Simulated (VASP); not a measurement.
Given:

```
CELL_PARAMETERS angstrom
     -1.61842     1.61842     2.50457
      1.61842    -1.61842     2.50457
      1.61842     1.61842    -2.50457
ATOMIC_POSITIONS crystal
  In 0.00000 0.00000 0.00000
```

Method: r2SCAN meta-GGA, VASP's PBE PAW potentials (set 64) (plane waves; VASP). Numerical set-up: 480 eV cut-off, 14×14×14 Γ-centred mesh, first-order Methfessel-Paxton smearing of 0.10 eV, potentials In_d.

Unless said otherwise, spin-orbit coupling is left out, though it shifts the bands of the heavy elements here.

What does the run give for the energy per atom (σ→0), band gap (on the k-mesh) with the smallest direct gap where there is one?

band gap (on the k-mesh): none (metal, semimetal or under 0.01 eV)
energy per atom (σ→0): -22.576 eV/atom

The compound is In in the bct structure. It was relaxed first.
